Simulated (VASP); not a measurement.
```xyz
4
Lattice="2.8951 0.0000 0.0000 -1.4476 2.5072 0.0000 0.0000 0.0000 5.0549" Properties=species:S:1:pos:R:3 pbc="T T T"
Mg     0.0000     0.0000     0.0000
Mg     0.0000     0.0000     2.5274
O      0.0000     1.6715     1.2637
O      1.4476     0.8357     3.7911
```

These are PBEsol GGA, VASP's PBE PAW potentials (set 64) (plane waves; VASP) values and carry that method's errors. Run with 620 eV cut-off, 9×9×5 Γ-centred mesh, Gaussian smearing of 0.050 eV, potentials Mg O.

### Question
Estimate the energy per atom (σ→0), pressure, band gap (on the k-mesh) with the smallest direct gap where there is one.

### Answer

```yaml
band gap (on the k-mesh): 4.60 eV
smallest direct gap (on the k-mesh): 4.60 eV
energy per atom (σ→0): -6.100 eV/atom
pressure: 5.01 GPa
```

Total energies compare only between runs with the same potentials, cut-off and functional.

The structure was generated: MgO was put into the NiAs type type (P6_3/mmc), which need not be its known phase. It was relaxed first under an external pressure of 5 GPa.
